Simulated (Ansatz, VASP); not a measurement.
# Cross-check of Te (Tellurium) between VASP and Ansatz, part 2 of 2

Wanted: the spread between two codes on one cell, functional and k mesh. The cell is taken from a series of runs on this material, whose earlier steps may have relaxed, scaled, displaced or heated it; both programs get it as it stands.

VASP 6.6.1 and Ansatz 0.2.0.

So far: The starting structure; Ansatz: zone-centre phonons, PBEsol.

## 3. VASP: zone-centre phonons, PBEsol

Level of this step: PBEsol; plane waves and PAW (Te) (VASP).

The same cell, functional, mesh and smearing now go to VASP, with its own data sets.

Lines of VASP's logs that name or quote its potential files are left out, and so is its time.

INCAR reads:

```
SYSTEM = Te
PREC = Accurate
ENCUT = 500
EDIFF = 1E-08
NELM = 120
ISMEAR = 1
SIGMA = 0.2
LREAL = .FALSE.
ALGO = Normal
GGA = PS
NBANDS = 15
LORBIT = 11
LWAVE = .FALSE.
LCHARG = .FALSE.
ISIF = 2
IBRION = 8
LASPH = .TRUE.
GGA_COMPAT = .FALSE.
KPAR = 2
```

POSCAR reads:

```
Te
1.0
    4.1424184662      0.0000000000      0.0000000000
   -2.0712092331      3.5874396249      0.0000000000
    0.0000000000      0.0000000000      5.9522558512
Te
3
Direct
    0.2977101016      0.0000000000      0.3333333333
    0.0000000000      0.2977101016      0.6666666667
    0.7022898984      0.7022898984      0.0000000000
```

KPOINTS reads:

```
Automatic mesh
0
Gamma
12 12 8
0 0 0
```

Potentials, in the order of the species: Te (PBE family, release 64).

Launch:

```sh
$ mpirun -np 2 vasp_std
```

Numbers of over 12 decimals in the logs are rounded to 6 here.

The program printed:

```text
[banner, memory and clock lines left out]
running    2 mpi-ranks, on    1 nodes
 distrk:  each k-point on    1 cores,    2 groups
 distr:  one band on    1 cores,    1 groups

 POSCAR found type information on POSCAR Te
 POSCAR found :  1 types and       3 ions
|                                                                             |
|               ----> ADVICE to this user running VASP <----                  |
|                                                                             |
|     You enforced a specific xc type in the INCAR file but a different       |
|     [... a line on the potential file left out ...]
|     I HOPE YOU KNOW WHAT YOU ARE DOING!                                     |
|                                                                             |

 LDA part: xc-table for (Slater+PW92), standard interpolation
 POSCAR, INCAR and KPOINTS ok, starting setup
 FFT: planning ... GRIDC
 FFT: planning ... GRID_SOFT
 FFT: planning ... GRID
 WAVECAR not read
 entering main loop
       N       E                     dE             d eps       ncg     rms          rms(c)
DAV:   1     0.710265868703E+02    0.71027E+02   -0.65485E+03  3930   0.948E+02
DAV:   2    -0.605104056463E+01   -0.77078E+02   -0.73248E+02  5339   0.141E+02
DAV:   3    -0.104463222847E+02   -0.43953E+01   -0.43656E+01  4665   0.383E+01
DAV:   4    -0.105145726722E+02   -0.68250E-01   -0.68234E-01  5417   0.566E+00
DAV:   5    -0.105159124378E+02   -0.13398E-02   -0.13398E-02  4980   0.729E-01    0.154E+01
DAV:   6    -0.105054872794E+02    0.10425E-01   -0.72369E-03  4994   0.527E-01    0.950E+00
DAV:   7    -0.105017102881E+02    0.37770E-02   -0.14039E-02  4560   0.727E-01    0.189E-01
DAV:   8    -0.105015389416E+02    0.17135E-03   -0.21164E-03  4609   0.268E-01    0.889E-02
DAV:   9    -0.105015458139E+02   -0.68722E-05   -0.60198E-05  5714   0.514E-02    0.649E-02
DAV:  10    -0.105015472833E+02   -0.14694E-05   -0.58847E-06  4728   0.160E-02    0.807E-03
DAV:  11    -0.105015461861E+02    0.10972E-05   -0.21859E-06  5043   0.887E-03    0.409E-03
DAV:  12    -0.105015462697E+02   -0.83682E-07   -0.27607E-07  5106   0.307E-03    0.194E-03
DAV:  13    -0.105015462434E+02    0.26332E-07   -0.38046E-08  4700   0.123E-03    0.754E-04
DAV:  14    -0.105015462469E+02   -0.34975E-08   -0.72686E-10  2903   0.188E-04
   1 F= -.10501546E+02 E0= -.10503229E+02  d E =0.504851E-02
 Linear response reoptimize wavefunctions to high precision
DAV:   1    -0.105015462492E+02   -0.22742E-08   -0.29715E-10  3806   0.122E-04
DAV:   2    -0.105015462492E+02    0.17053E-11   -0.30682E-11  2518   0.425E-05
 Linear response DOF=           3
 Linear response progress:
  Degree of freedom:   1/  3
       N       E                     dE             d eps       ncg     rms          rms(c)
RMM:   1    -0.450830561058E-01   -0.45083E-01    0.34762E-02 22050   0.106E+00
RMM:   2    -0.436297365545E-01    0.14533E-02   -0.23352E-03 14992   0.278E-01    0.998E-02
RMM:   3    -0.435741917018E-01    0.55545E-04   -0.78950E-05 15813   0.567E-02    0.690E-02
RMM:   4    -0.435390642077E-01    0.35127E-04   -0.23207E-05 16064   0.250E-02    0.120E-02
RMM:   5    -0.435488870307E-01   -0.98228E-05   -0.50983E-07 16236   0.520E-03    0.584E-03
RMM:   6    -0.435583785365E-01   -0.94915E-05   -0.26415E-07 16005   0.241E-03    0.113E-03
RMM:   7    -0.435572191963E-01    0.11593E-05    0.56121E-08 16509   0.615E-04    0.404E-04
RMM:   8    -0.435561140948E-01    0.11051E-05    0.16325E-07 16124   0.236E-04    0.964E-05
RMM:   9    -0.435562968134E-01   -0.18272E-06   -0.11591E-07 16928   0.562E-05    0.516E-05
RMM:  10    -0.435562812076E-01    0.15606E-07   -0.64283E-09 16587   0.205E-05    0.192E-05
RMM:  11    -0.435562741283E-01    0.70793E-08   -0.11056E-08 17158   0.885E-06    0.108E-05
 first order change of Fermi-energy   0.29938E+00
 force on displaced ion       1 direction 1 :  -2.370   0.000   0.000
 Linear response progress:
  Degree of freedom:   2/  3
       N       E                     dE             d eps       ncg     rms          rms(c)
RMM:   1    -0.460026037916E-01   -0.46003E-01    0.28919E-02 40222   0.105E+00
RMM:   2    -0.445578865136E-01    0.14447E-02   -0.24100E-03 27306   0.278E-01    0.805E-02
RMM:   3    -0.444421445608E-01    0.11574E-03   -0.98911E-05 28593   0.595E-02    0.551E-02
RMM:   4    -0.443834607361E-01    0.58684E-04   -0.35054E-05 29042   0.284E-02    0.141E-02
RMM:   5    -0.443988799421E-01   -0.15419E-04   -0.12647E-06 29433   0.608E-03    0.765E-03
RMM:   6    -0.444131528835E-01   -0.14273E-04   -0.39221E-07 29372   0.228E-03    0.956E-04
RMM:   7    -0.444123763637E-01    0.77652E-06    0.89142E-08 30227   0.472E-04    0.548E-04
RMM:   8    -0.444118315306E-01    0.54483E-06    0.61950E-08 30020   0.181E-04    0.529E-05
RMM:   9    -0.444119157214E-01   -0.84191E-07   -0.12833E-07 30885   0.413E-05    0.247E-05
RMM:  10    -0.444118963001E-01    0.19421E-07   -0.34640E-08 30364   0.155E-05    0.704E-06
RMM:  11    -0.444118987619E-01   -0.24617E-08   -0.30441E-08 30813   0.680E-06    0.527E-06
 first order change of Fermi-energy   0.65721E-04
 force on displaced ion       1 direction 2 :  -0.000  -2.290  -0.175
 Linear response progress:
  Degree of freedom:   3/  3
       N       E                     dE             d eps       ncg     rms          rms(c)
RMM:   1    -0.587911530537E-01   -0.58791E-01    0.47917E-02 42857   0.110E+00
RMM:   2    -0.558492292476E-01    0.29419E-02   -0.31040E-03 27503   0.309E-01    0.306E-01
RMM:   3    -0.555233520536E-01    0.32588E-03   -0.71983E-04 28438   0.107E-01    0.214E-01
RMM:   4    -0.555008550740E-01    0.22497E-04   -0.15479E-05 28865   0.247E-02    0.105E-01
RMM:   5    -0.555118729441E-01   -0.11018E-04   -0.40291E-06 29523   0.129E-02    0.435E-03
RMM:   6    -0.555155565004E-01   -0.36836E-05   -0.16199E-07 29708   0.257E-03    0.282E-03
RMM:   7    -0.555191917700E-01   -0.36353E-05   -0.17950E-07 29460   0.116E-03    0.505E-04
RMM:   8    -0.555189885114E-01    0.20326E-06    0.19194E-07 30411   0.299E-04    0.262E-04
RMM:   9    -0.555191938684E-01   -0.20536E-06   -0.11532E-07 29478   0.129E-04    0.475E-05
RMM:  10    -0.555193160589E-01   -0.12219E-06   -0.15300E-07 31420   0.349E-05    0.119E-05
RMM:  11    -0.555193317912E-01   -0.15732E-07    0.18798E-09 30615   0.115E-05    0.373E-06
RMM:  12    -0.555193273913E-01    0.43999E-08   -0.23075E-09 29821   0.485E-06    0.127E-06
 first order change of Fermi-energy   0.29624E-04
 force on displaced ion       1 direction 3 :  -0.002  -0.177  -5.164
 Linear response finished
```

Parts of OUTCAR (step 3):

```text
ion  position               nearest neighbor table
   1  0.298  0.000  0.333-   3 2.92   2 2.92   3 3.21   3 3.21   2 3.21   2 3.21
   2  0.000  0.298  0.667-   3 2.92   1 2.92   3 3.21   3 3.21   1 3.21   1 3.21
   3  0.702  0.702  0.000-   1 2.92   2 2.92   1 3.21   2 3.21   2 3.21   1 3.21

  LATTYP: Found a hexagonal cell.
 ALAT       =     4.1424184662
 C/A-ratio  =     1.4369035624

 Subroutine GETGRP returns: Found  6 space group operations
 (whereof  2 operations were pure point group operations)

The static configuration has the point symmetry C_2 .
 The point group associated with its full space group is D_3 .

 Found    131 irreducible k-points:

   k-points           NKPTS =    131   k-points in BZ     NKDIM =    131   number of bands    NBANDS=     15

   dimension x,y,z NGX =    30 NGY =   30 NGZ =   48
   dimension x,y,z NGXF=    60 NGYF=   60 NGZF=   96

   ENCUT  =  500.0 eV  36.75 Ry    6.06 a.u.   7.55  7.55 10.85*2*pi/ulx,y,z

   NELECT =      18.0000    total number of electrons

 k-points in reciprocal lattice and weights: Automatic mesh
   0.00000000  0.00000000  0.00000000       0.001
   0.08333333  0.00000000  0.00000000       0.005
   0.16666667 -0.00000000  0.00000000       0.005
   0.25000000 -0.00000000  0.00000000       0.005
   0.33333333  0.00000000  0.00000000       0.005
   0.41666667 -0.00000000  0.00000000       0.005
   0.50000000 -0.00000000  0.00000000       0.003
   0.08333333  0.08333333  0.00000000       0.005
   0.16666667  0.08333333  0.00000000       0.010
[...]
0.33333333  0.25000000  0.50000000       0.010
   0.33333333  0.33333333  0.50000000       0.002

 average (electrostatic) potential at core
       1 -87.2629       2 -87.2629       3 -87.2629

  Total        2.0629447      2.0629447      2.1031488      0.0000000      0.0000000     -0.0000000
  in kB       37.3661194     37.3661194     38.0943365      0.0000000      0.0000000     -0.0000000
  external PRESSURE =      37.6088585 kB  Pullay stress =       0.0000000 kB

  energy-cutoff  :      500.00
  volume of cell :       88.45
      direct lattice vectors                 reciprocal lattice vectors
     4.142418466  0.000000000  0.000000000     0.241404872  0.139375168  0.000000000
    -2.071209233  3.587439625  0.000000000     0.000000000  0.278750336  0.000000000
     0.000000000  0.000000000  5.952255851     0.000000000  0.000000000  0.168003531

 POSITION                                       TOTAL-FORCE (eV/Angst)
 -----------------------------------------------------------------------------------
      1.23324      0.00000      1.98409         0.014412     -0.000000      0.000000
     -0.61662      1.06802      3.96817        -0.007206      0.012481     -0.000000
      1.45459      2.51942      0.00000        -0.007206     -0.012481      0.000000
 -----------------------------------------------------------------------------------
    total drift:                                0.000000      0.000000     -0.000000

 Eigenvectors and eigenvalues of the dynamical matrix
 ----------------------------------------------------

   1 f  =    3.859130 THz    24.247630 2PiTHz  128.726728 cm-1    15.960073 meV
             X         Y         Z           dx          dy          dz
      1.233240  0.000000  1.984085    -0.011132    0.043994    0.789031
     -0.616620  1.068017  3.968171     0.043649   -0.012297   -0.567685
      1.454589  2.519423  0.000000    -0.032491   -0.031593   -0.221346

   2 f  =    3.859130 THz    24.247630 2PiTHz  128.726728 cm-1    15.960073 meV
             X         Y         Z           dx          dy          dz
      1.233240  0.000000  1.984085    -0.043925   -0.011149   -0.199959
     -0.616620  1.068017  3.968171     0.012367    0.043632   -0.583342
      1.454589  2.519423  0.000000     0.031662   -0.032509    0.783300

   3 f  =    2.794607 THz    17.559032 2PiTHz   93.218048 cm-1    11.557560 meV
             X         Y         Z           dx          dy          dz
      1.233240  0.000000  1.984085     0.577350    0.000000    0.000000
     -0.616620  1.068017  3.968171    -0.288675    0.500000    0.000000
      1.454589  2.519423  0.000000    -0.288675   -0.500000   -0.000000

   4 f  =    2.709698 THz    17.025535 2PiTHz   90.385800 cm-1    11.206406 meV
             X         Y         Z           dx          dy          dz
      1.233240  0.000000  1.984085    -0.000000    0.577350   -0.000116
     -0.616620  1.068017  3.968171    -0.500000   -0.288675   -0.000116
      1.454589  2.519423  0.000000     0.500000   -0.288675   -0.000116

   5 f  =    2.399326 THz    15.075413 2PiTHz   80.032915 cm-1     9.922812 meV
             X         Y         Z           dx          dy          dz
      1.233240  0.000000  1.984085     0.337600   -0.466196    0.051938
     -0.616620  1.068017  3.968171    -0.572555   -0.059444   -0.058553
      1.454589  2.519423  0.000000     0.234780    0.525398    0.006615

   6 f  =    2.399326 THz    15.075413 2PiTHz   80.032915 cm-1     9.922812 meV
             X         Y         Z           dx          dy          dz
      1.233240  0.000000  1.984085     0.466035    0.337717   -0.037624
     -0.616620  1.068017  3.968171     0.059282   -0.572438   -0.026167
      1.454589  2.519423  0.000000    -0.525559    0.234897    0.063792

   7 f/i=    0.000478 THz     0.003005 2PiTHz    0.015953 cm-1     0.001978 meV
             X         Y         Z           dx          dy          dz
      1.233240  0.000000  1.984085    -0.503768    0.282158   -0.000019
     -0.616620  1.068017  3.968171    -0.503677    0.282310   -0.000020
      1.454589  2.519423  0.000000    -0.503590    0.282156    0.000039

   8 f/i=    0.000478 THz     0.003005 2PiTHz    0.015953 cm-1     0.001978 meV
             X         Y         Z           dx          dy          dz
      1.233240  0.000000  1.984085    -0.282258   -0.503589    0.000034
     -0.616620  1.068017  3.968171    -0.282106   -0.503680   -0.000034
      1.454589  2.519423  0.000000    -0.282260   -0.503766   -0.000001

   9 f/i=    0.000542 THz     0.003408 2PiTHz    0.018095 cm-1     0.002243 meV
             X         Y         Z           dx          dy          dz
      1.233240  0.000000  1.984085    -0.000000    0.000116    0.577350
     -0.616620  1.068017  3.968171    -0.000100   -0.000058    0.577350
      1.454589  2.519423  0.000000     0.000100   -0.000058    0.577350

 ELASTIC MODULI CONTR FROM IONIC RELAXATION (kBar)
 Direction    XX          YY          ZZ          XY          YZ          ZX
 --------------------------------------------------------------------------------
 XX        -133.8072    -37.7454   -112.0428      0.0000    -80.3952      0.0000
 YY         -37.7454   -133.8072   -112.0428      0.0000     80.3952      0.0000
 ZZ        -112.0428   -112.0428   -146.3525      0.0000      0.0000      0.0000
 XY           0.0000      0.0000      0.0000    -48.1633     -0.0000    -79.6723
 YZ         -80.3952     80.3952      0.0000     -0.0000   -138.8168     -0.0000
 ZX           0.0000      0.0000      0.0000    -79.6723     -0.0000   -135.8552
 --------------------------------------------------------------------------------
```

The PAW data sets were made with PBE, which is usual practice but a small mismatch for other functionals.

## 4. Side by side

Known differences besides the potentials themselves: the data sets hold 48 valence electrons in Ansatz (on its PAW soft_1 files) and 18 in VASP; the cutoff is 420 eV in Ansatz and 500 eV in VASP; Ansatz makes its cores anew for this functional, VASP keeps those of its PBE data sets. Total energies have different zeros and are not compared.

Compared:

| quantity | Ansatz | VASP | difference |
| --- | --- | --- | --- |
| optical mode 1 to 2 (cm⁻¹) | 79.0 | 80.0 | -1.28 % |
| optical mode 3 (cm⁻¹) | 89.8 | 90.4 | -0.67 % |
| optical mode 4 (cm⁻¹) | 91.6 | 93.2 | -1.69 % |
| optical mode 5 to 6 (cm⁻¹) | 127.1 | 128.7 | -1.25 % |

Modes are paired by rising frequency, not by their patterns, so a pair may set unlike modes beside each other; they are those without the splitting of longitudinal modes.

## 5. Summary of results

```
r.m.s. difference of the optical zone-centre modes, each program's sorted by frequency (zone-centre phonons, PBEsol) : 1.3 cm⁻¹
difference in optical mode 4 (zone-centre phonons, PBEsol)                                                           : -1.7 %
```

The r.m.s. difference of the optical zone-centre modes, each program's sorted by frequency is 1.3 cm⁻¹ (zone-centre phonons, PBEsol). The data sets hold unlike numbers of valence electrons (48 in Ansatz and 18 in VASP), so part of the differences comes from the potentials. Among the rows given in per cent, the largest difference of the zone-centre phonons, PBEsol pair is in optical mode 4, -1.7 %. Such differences can come from data sets, numerical settings and the points named under the comparisons, not from the functional's error against experiment.

[Lines on the potential files, build, host, timing and source positions are cut from VASP's logs without a mark.]

[Logs are printed without paths, hosts, clocks, repeated set-up lines and the standing remarks that a program may print on its own settings, such as how far it seeks lower states.]

[Hosts, paths, dates, database ids (printed as entryN), source tags and the programs' standing remarks are cut or masked in the printed files.]
